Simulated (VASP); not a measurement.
Data:

```
LiBr
1.0
    0.00000     2.75000     2.75000
    2.75000     0.00000     2.75000
    2.75000     2.75000     0.00000
Li Br
1 1
Direct
  0.00000   0.00000   0.00000
  0.50000   0.50000   0.50000
```

Computed with G0W0 on PBE orbitals, VASP's PBE PAW potentials (set 64) (plane waves; VASP). Run with PREC = Normal, 500 eV cut-off, 6×6×6 Γ-centred mesh, Gaussian smearing of 0.010 eV, potentials Li_sv_GW Br_GW.

The mesh is coarse and the basis finite, so the quasiparticle values are not converged.

NBANDS = 120, ENCUTGW = 180 eV, NOMEGA = 64. The PBE levels (eV) that the step starts from are:

```json
[
 {"state": "k1 (0.00, 0.00, 0.00), band 2", "KS energy": "-13.34", "filling": "2"},
 {"state": "k1 (0.00, 0.00, 0.00), band 3", "KS energy": "0.10", "filling": "2"},
 {"state": "k1 (0.00, 0.00, 0.00), band 4", "KS energy": "0.10", "filling": "2"},
 {"state": "k1 (0.00, 0.00, 0.00), band 5", "KS energy": "0.10", "filling": "2"},
 {"state": "k1 (0.00, 0.00, 0.00), band 6", "KS energy": "5.02", "filling": "0"},
 {"state": "k1 (0.00, 0.00, 0.00), band 7", "KS energy": "10.60", "filling": "0"},
 {"state": "k1 (0.00, 0.00, 0.00), band 8", "KS energy": "10.60", "filling": "0"},
 {"state": "k1 (0.00, 0.00, 0.00), band 9", "KS energy": "10.60", "filling": "0"},
 {"state": "k9 (-0.17, 0.17, 0.00), band 2", "KS energy": "-13.07", "filling": "2"},
 {"state": "k9 (-0.17, 0.17, 0.00), band 3", "KS energy": "-1.51", "filling": "2"},
 {"state": "k9 (-0.17, 0.17, 0.00), band 4", "KS energy": "-0.63", "filling": "2"},
 {"state": "k9 (-0.17, 0.17, 0.00), band 5", "KS energy": "0.05", "filling": "2"},
 {"state": "k9 (-0.17, 0.17, 0.00), band 6", "KS energy": "6.64", "filling": "0"},
 {"state": "k9 (-0.17, 0.17, 0.00), band 7", "KS energy": "9.08", "filling": "0"},
 {"state": "k9 (-0.17, 0.17, 0.00), band 8", "KS energy": "9.12", "filling": "0"},
 {"state": "k9 (-0.17, 0.17, 0.00), band 9", "KS energy": "9.55", "filling": "0"},
 {"state": "k11 (0.50, 0.33, 0.00), band 2", "KS energy": "-12.73", "filling": "2"},
 {"state": "k11 (0.50, 0.33, 0.00), band 3", "KS energy": "-2.51", "filling": "2"},
 {"state": "k11 (0.50, 0.33, 0.00), band 4", "KS energy": "-1.30", "filling": "2"},
 {"state": "k11 (0.50, 0.33, 0.00), band 5", "KS energy": "-0.85", "filling": "2"},
 {"state": "k11 (0.50, 0.33, 0.00), band 6", "KS energy": "6.71", "filling": "0"},
 {"state": "k11 (0.50, 0.33, 0.00), band 7", "KS energy": "8.07", "filling": "0"},
 {"state": "k11 (0.50, 0.33, 0.00), band 8", "KS energy": "10.32", "filling": "0"},
 {"state": "k11 (0.50, 0.33, 0.00), band 9", "KS energy": "11.00", "filling": "0"}
]
```

Task: Give the quasiparticle energies and renormalisation factors Z.

Result: 
```json
[
 {"state": "k1 (0.00, 0.00, 0.00), band 2", "QP energy (eV)": "-14.88", "Z": "0.74"},
 {"state": "k1 (0.00, 0.00, 0.00), band 3", "QP energy (eV)": "-1.47", "Z": "0.79"},
 {"state": "k1 (0.00, 0.00, 0.00), band 4", "QP energy (eV)": "-1.47", "Z": "0.79"},
 {"state": "k1 (0.00, 0.00, 0.00), band 5", "QP energy (eV)": "-1.47", "Z": "0.79"},
 {"state": "k1 (0.00, 0.00, 0.00), band 6", "QP energy (eV)": "5.68", "Z": "0.83"},
 {"state": "k1 (0.00, 0.00, 0.00), band 7", "QP energy (eV)": "11.36", "Z": "0.82"},
 {"state": "k1 (0.00, 0.00, 0.00), band 8", "QP energy (eV)": "11.36", "Z": "0.82"},
 {"state": "k1 (0.00, 0.00, 0.00), band 9", "QP energy (eV)": "11.36", "Z": "0.82"},
 {"state": "k9 (-0.17, 0.17, 0.00), band 2", "QP energy (eV)": "-14.58", "Z": "0.75"},
 {"state": "k9 (-0.17, 0.17, 0.00), band 3", "QP energy (eV)": "-3.23", "Z": "0.78"},
 {"state": "k9 (-0.17, 0.17, 0.00), band 4", "QP energy (eV)": "-2.27", "Z": "0.79"},
 {"state": "k9 (-0.17, 0.17, 0.00), band 5", "QP energy (eV)": "-1.53", "Z": "0.79"},
 {"state": "k9 (-0.17, 0.17, 0.00), band 6", "QP energy (eV)": "7.38", "Z": "0.82"},
 {"state": "k9 (-0.17, 0.17, 0.00), band 7", "QP energy (eV)": "9.78", "Z": "0.82"},
 {"state": "k9 (-0.17, 0.17, 0.00), band 8", "QP energy (eV)": "9.98", "Z": "0.82"},
 {"state": "k9 (-0.17, 0.17, 0.00), band 9", "QP energy (eV)": "10.39", "Z": "0.81"},
 {"state": "k11 (0.50, 0.33, 0.00), band 2", "QP energy (eV)": "-14.18", "Z": "0.77"},
 {"state": "k11 (0.50, 0.33, 0.00), band 3", "QP energy (eV)": "-4.32", "Z": "0.77"},
 {"state": "k11 (0.50, 0.33, 0.00), band 4", "QP energy (eV)": "-3.01", "Z": "0.78"},
 {"state": "k11 (0.50, 0.33, 0.00), band 5", "QP energy (eV)": "-2.52", "Z": "0.79"},
 {"state": "k11 (0.50, 0.33, 0.00), band 6", "QP energy (eV)": "7.42", "Z": "0.83"},
 {"state": "k11 (0.50, 0.33, 0.00), band 7", "QP energy (eV)": "8.71", "Z": "0.82"},
 {"state": "k11 (0.50, 0.33, 0.00), band 8", "QP energy (eV)": "11.19", "Z": "0.80"},
 {"state": "k11 (0.50, 0.33, 0.00), band 9", "QP energy (eV)": "11.92", "Z": "0.80"}
]
```
On the mesh the gap opens from 4.92 to 7.15 eV.

The compound is LiBr in the rock salt structure. The cell was not relaxed at this level.
